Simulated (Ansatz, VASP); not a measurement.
# RbGeH3: VASP beside Ansatz, part 2 of 2

Aim: how closely do two programs agree when they are given the same cell, functional and k mesh? The cell is generated by rule, not measured, and may not be a known phase. The cell is taken from a series of runs on this material, whose earlier steps may have relaxed, scaled, displaced or heated it; both programs get it as it stands.

VASP 6.6.1 and Ansatz 0.2.0.

So far: Set-up; Ansatz: relaxation of cell and atoms, PBEsol.

### Step 3. VASP: relaxation of cell and atoms, PBEsol

Level of this step: PBEsol; plane waves and PAW (Rb_sv, Ge_d, H); invented cell (VASP).

The same cell, functional and mesh now go to VASP, with its own data sets.

Lines of VASP's logs that name or quote its potential files are left out, and so is its time.

Contents of INCAR:

```
SYSTEM = RbGeH3
PREC = Accurate
ENCUT = 500
EDIFF = 1E-07
NELM = 120
ISMEAR = 0
SIGMA = 0.01
LREAL = .FALSE.
ALGO = Normal
GGA = PS
NBANDS = 19
LORBIT = 11
LWAVE = .FALSE.
LCHARG = .FALSE.
ISIF = 3
IBRION = 2
NSW = 80
EDIFFG = -0.005
LASPH = .TRUE.
GGA_COMPAT = .FALSE.
NELMIN = 4
EFERMI = MIDGAP
KPAR = 2
```

Contents of POSCAR:

```
RbGeH3
1.0
    3.9421980000      0.0000000000      0.0000000000
    0.0000000000      3.1853950000      3.0952690000
    0.0000000000     -3.1853950000      3.0952690000
Rb Ge H
1 1 3
Direct
    0.0000000000      0.9786688976      0.9786688976
    0.5000000000      0.5038660614      0.5038660614
    0.5000000000      0.5036827045      0.1382711935
    0.5000000000      0.1382711935      0.5036827045
    0.0000000000      0.4823414379      0.4823414379
```

Contents of KPOINTS:

```
Automatic mesh
0
Gamma
6 6 6
0 0 0
```

PAW data sets: Rb_sv, Ge_d and H (PBE family, release 64).

Run with:

```
$ mpirun -np 2 vasp_std
```

Numbers of over 12 decimals in the logs are rounded to 6 here.

The program printed:

```text
[banner, memory and clock lines left out]
running    2 mpi-ranks, on    1 nodes
 distrk:  each k-point on    1 cores,    2 groups
 distr:  one band on    1 cores,    1 groups

 POSCAR found type information on POSCAR RbGeH
 POSCAR found :  3 types and       5 ions
|                                                                             |
|               ----> ADVICE to this user running VASP <----                  |
|                                                                             |
|     You enforced a specific xc type in the INCAR file but a different       |
|     [... a line on the potential file left out ...]
|     I HOPE YOU KNOW WHAT YOU ARE DOING!                                     |
|                                                                             |

 LDA part: xc-table for (Slater+PW92), standard interpolation
 POSCAR, INCAR and KPOINTS ok, starting setup
 FFT: planning ... GRIDC
 FFT: planning ... GRID_SOFT
 FFT: planning ... GRID
 WAVECAR not read
 entering main loop
       N       E                     dE             d eps       ncg     rms          rms(c)
DAV:   1     0.185398367790E+03    0.18540E+03   -0.12769E+04  2257   0.223E+03
DAV:   2     0.633244548102E+01   -0.17907E+03   -0.17219E+03  2133   0.541E+02
DAV:   3    -0.160080568733E+02   -0.22341E+02   -0.22189E+02  2278   0.122E+02
DAV:   4    -0.169359976509E+02   -0.92794E+00   -0.92674E+00  2673   0.261E+01
DAV:   5    -0.169780125327E+02   -0.42015E-01   -0.42007E-01  2817   0.486E+00    0.519E+00
DAV:   6    -0.163526710027E+02    0.62534E+00   -0.42738E-01  2543   0.457E+00    0.295E+00
DAV:   7    -0.161105095977E+02    0.24216E+00   -0.76308E-01  2578   0.482E+00    0.918E-01
DAV:   8    -0.161201518069E+02   -0.96422E-02   -0.10841E-01  2277   0.205E+00    0.236E-01
DAV:   9    -0.161191103251E+02    0.10415E-02   -0.53048E-03  2644   0.551E-01    0.780E-02
DAV:  10    -0.161191814449E+02   -0.71120E-04   -0.12942E-03  2634   0.297E-01    0.409E-02
DAV:  11    -0.161191839896E+02   -0.25447E-05   -0.23390E-04  2969   0.129E-01    0.178E-02
DAV:  12    -0.161191826352E+02    0.13544E-05   -0.27566E-05  2497   0.326E-02    0.747E-03
DAV:  13    -0.161191834396E+02   -0.80440E-06   -0.38025E-06  2252   0.125E-02    0.112E-03
DAV:  14    -0.161191835716E+02   -0.13202E-06   -0.46324E-07  2407   0.508E-03    0.668E-04
DAV:  15    -0.161191835574E+02    0.14203E-07   -0.28844E-08  1531   0.158E-03
   1 F= -.16119184E+02 E0= -.16119184E+02  d E =-.161192E+02
[... from here on, the cycles between the ionic steps are left out ...]
   2 F= -.16119491E+02 E0= -.16119491E+02  d E =-.307259E-03
   3 F= -.16120096E+02 E0= -.16120096E+02  d E =-.912018E-03
   4 F= -.16119880E+02 E0= -.16119880E+02  d E =-.696373E-03
   5 F= -.16120237E+02 E0= -.16120237E+02  d E =-.105354E-02
   6 F= -.16120425E+02 E0= -.16120425E+02  d E =-.187716E-03
   7 F= -.16120493E+02 E0= -.16120493E+02  d E =-.256214E-03
   8 F= -.16120588E+02 E0= -.16120588E+02  d E =-.943743E-04
   9 F= -.16120597E+02 E0= -.16120597E+02  d E =-.103851E-03
  10 F= -.16120606E+02 E0= -.16120606E+02  d E =-.857617E-05
 trial-energy change:   -0.000009  1 .order   -0.000008   -0.000009   -0.000007
 step:   3.2044(harm=  3.2044)  dis= 0.00128  next Energy=   -16.120613 (dE=-0.157E-04)
 bond charge predicted
       N       E                     dE             d eps       ncg     rms          rms(c)
DAV:   1    -0.161206862090E+02   -0.80377E-04   -0.36937E-03  2063   0.497E-01    0.489E-02
DAV:   2    -0.161206447826E+02    0.41426E-04   -0.16063E-04  2651   0.136E-01    0.287E-02
DAV:   3    -0.161206210742E+02    0.23708E-04   -0.44977E-05  2718   0.738E-02    0.523E-03
DAV:   4    -0.161206208578E+02    0.21641E-06   -0.53310E-06  2436   0.195E-02    0.284E-03
DAV:   5    -0.161206206212E+02    0.23659E-06   -0.45639E-07  2394   0.829E-03    0.103E-03
DAV:   6    -0.161206205698E+02    0.51354E-07   -0.40239E-08  1268   0.184E-03
  11 F= -.16120621E+02 E0= -.16120621E+02  d E =-.234026E-04
 curvature:  -2.28 expect dE=-0.744E-05 dE for cont linesearch -0.374E-05
 trial: gam=-0.18322 g(F)=  0.101E-05 g(S)=  0.226E-05 ort = 0.478E-05 (trialstep = 0.140E+01)
 search vector abs. value=  0.199E-05
 reached required accuracy - stopping structural energy minimisation
```

From OUTCAR (step 3):

```text
ion  position               nearest neighbor table
   1  0.000  0.979  0.979-   3 2.99   4 2.99   3 2.99   4 2.99   5 3.07   5 3.12   3 3.12   4 3.12
                             4 3.12   3 3.12   5 3.19   5 3.19   2 3.54   2 3.54   2 3.75   2 3.75
   2  0.500  0.504  0.504-   3 1.62   4 1.62   1 3.54   1 3.54   1 3.75   1 3.75   1 3.75   1 3.75
                             1 3.80   1 3.80
   3  0.500  0.504  0.138-   2 1.62   1 2.99   1 2.99   1 3.12   1 3.12
   4  0.500  0.138  0.504-   2 1.62   1 2.99   1 2.99   1 3.12   1 3.12
   5  0.000  0.482  0.482-   1 3.07   1 3.12   1 3.19   1 3.19

  LATTYP: Found a base centered orthorhombic cell.
 ALAT       =     6.1905380000
 B/A-ratio  =     1.0291173400
 C/A-ratio  =     0.6368102417

 Subroutine GETGRP returns: Found  4 space group operations
 (whereof  4 operations were pure point group operations)

The static configuration has the point symmetry C_2v.

 Found     52 irreducible k-points:

   k-points           NKPTS =     52   k-points in BZ     NKDIM =     52   number of bands    NBANDS=     19

   dimension x,y,z NGX =    30 NGY =   32 NGZ =   32
   dimension x,y,z NGXF=    60 NGYF=   64 NGZF=   64

   ENCUT  =  500.0 eV  36.75 Ry    6.06 a.u.   7.19  8.10  8.10*2*pi/ulx,y,z

   NELECT =      26.0000    total number of electrons

 k-points in reciprocal lattice and weights: Automatic mesh
   0.00000000  0.00000000  0.00000000       0.005
   0.16666667  0.00000000  0.00000000       0.009
   0.33333333  0.00000000  0.00000000       0.009
   0.50000000  0.00000000  0.00000000       0.005
   0.00000000  0.16666667 -0.00000000       0.019
   0.16666667  0.16666667 -0.00000000       0.037
   0.33333333  0.16666667 -0.00000000       0.037
   0.50000000  0.16666667 -0.00000000       0.019
   0.00000000  0.33333333 -0.00000000       0.019
[...]
0.33333333  0.50000000  0.50000000       0.009
   0.50000000  0.50000000  0.50000000       0.005

 average (electrostatic) potential at core
       1 -37.7322       2 -76.5358       3 -34.4382       4 -34.4382       5 -33.5078

 E-fermi :   2.5118

 k-point     1 :       0.0000    0.0000    0.0000
  band No.  band energies     occupation
    ...
      9      -9.5585      2.00000
     10      -8.4317      2.00000
     11      -1.5394      2.00000
     12      -0.3498      2.00000
     13       1.8175      2.00000
     14       2.8722      0.00000
     15       3.0420      0.00000
     16       4.0317      0.00000
     17       7.0921      0.00000
     18       8.1772      0.00000
    ...

 k-point     2 :       0.1667    0.0000    0.0000
  band No.  band energies     occupation
    ...
      9      -9.6462      2.00000
     10      -8.1288      2.00000
     11      -1.5007      2.00000
     12      -1.1421      2.00000
     13       1.1029      2.00000
     14       3.0524      0.00000
     15       3.2951      0.00000
     16       6.1700      0.00000
     17       7.4389      0.00000
     18       8.1124      0.00000
    ...

 k-point     3 :       0.3333    0.0000    0.0000
  band No.  band energies     occupation
    ...
      9      -9.6079      2.00000
     10      -7.5144      2.00000
     11      -2.7460      2.00000
     12      -1.4233      2.00000
     13       0.8906      2.00000
     14       3.5440      0.00000
     15       4.2488      0.00000
     16       6.5859      0.00000
     17       7.4954      0.00000
     18       8.0560      0.00000
    ...

  Total        0.0060308     -0.0102014      0.0096986      0.0000000      0.0000000      0.0000000
  in kB        0.1240237     -0.2097931      0.1994534      0.0000000      0.0000000      0.0000000
  external PRESSURE =       0.0378947 kB  Pullay stress =       0.0000000 kB

  energy-cutoff  :      500.00
  volume of cell :       77.91
      direct lattice vectors                 reciprocal lattice vectors
     3.941503267  0.000000000  0.000000000     0.253710306  0.000000000  0.000000000
     0.000000000  3.191457312  3.096680189     0.000000000  0.156668240  0.161463235
     0.000000000 -3.191457312  3.096680189     0.000000000 -0.156668240  0.161463235

 POSITION                                       TOTAL-FORCE (eV/Angst)
 -----------------------------------------------------------------------------------
      0.00000      0.00000      6.06586         0.000000      0.000000      0.003956
      1.97075      0.00000      3.12669         0.000000      0.000000     -0.000045
      1.97075      1.16517      1.99923         0.000000     -0.000265     -0.001337
      1.97075     -1.16517      1.99923         0.000000      0.000265     -0.001337
      0.00000      0.00000      2.95402         0.000000      0.000000     -0.001237
 -----------------------------------------------------------------------------------
    total drift:                                0.000000     -0.000008     -0.001690

  FREE ENERGIE OF THE ION-ELECTRON SYSTEM (eV)
  ---------------------------------------------------
  free  energy   TOTEN  =       -16.1206205698 eV

  energy  without entropy=      -16.1206205698  energy(sigma->0) =      -16.12062057

 reached required accuracy - stopping structural energy minimisation

 total charge
# of ion       s       p       d       tot
------------------------------------------
    1        1.938   5.344   0.029   7.312
    2        1.200   1.154  10.048  12.401
    3        0.524   0.011   0.000   0.536
    4        0.524   0.011   0.000   0.536
    5        0.492   0.008   0.000   0.500
--------------------------------------------------
tot          4.679   6.528  10.077  21.284

[... 3 further parts left out ...]
```

CONTCAR:

```
RbGeH3
   1.00000000000000
     3.9415032668186094    0.0000000000000000    0.0000000000000000
     0.0000000000000000    3.1914573117324778    3.0966801892666815
     0.0000000000000000   -3.1914573117324778    3.0966801892666815
  Rb              Ge              H
     1     1     3
Direct
     0.0000000000000000    0.9794141029970855    0.9794141029970855
     0.5000000000000000    0.5048461674811510    0.5048461674811510
     0.5000000000000000    0.5053474096897591    0.1402569778496116
     0.5000000000000000    0.1402569778496116    0.5053474096897591
     0.0000000000000000    0.4769656368823929    0.4769656368823929
```

The run keeps the 4 symmetry operations of its start, so it cannot find a distortion of lower symmetry.

### Step 4. Comparison

Known differences besides the potentials themselves: fixed occupations in Ansatz, narrow Gaussian smearing in VASP; the cutoff is 420 eV in Ansatz and 500 eV in VASP; Ansatz makes its cores anew for this functional, VASP keeps those of its PBE data sets; Ansatz adds a Pulay correction to the stress that steers its cell, VASP none. Total energies have different zeros and are not compared.

Compared:

```csv
quantity,Ansatz,VASP,difference
volume (Å³),78.17,77.91,+0.34 %
"edge a after relaxation, in the typed setting (Å)",3.944,3.942,+0.07 %
"edge b after relaxation, in the typed setting (Å)",4.453,4.447,+0.13 %
```

### Step 5. Summary of results

```yaml
difference_in_volume_relaxation_of_cell_and_atoms_pbesol: 0.34 %
```

**Reading.** The difference in volume is 0.34 % (relaxation of cell and atoms, PBEsol), within the 1.2 % picked in this series as the mark of a large difference, as far as the stopping tolerances let one tell. How closely two codes agree says nothing of how well the functional describes the real material.

[Lines on the potential files, build, host, timing and source positions are cut from VASP's logs without a mark.]

[Logs are printed without paths, hosts, clocks, repeated set-up lines and the standing remarks that a program may print on its own settings, such as how far it seeks lower states.]

[Hosts, paths, dates, database ids (printed as entryN), source tags and the programs' standing remarks are cut or masked in the printed files.]
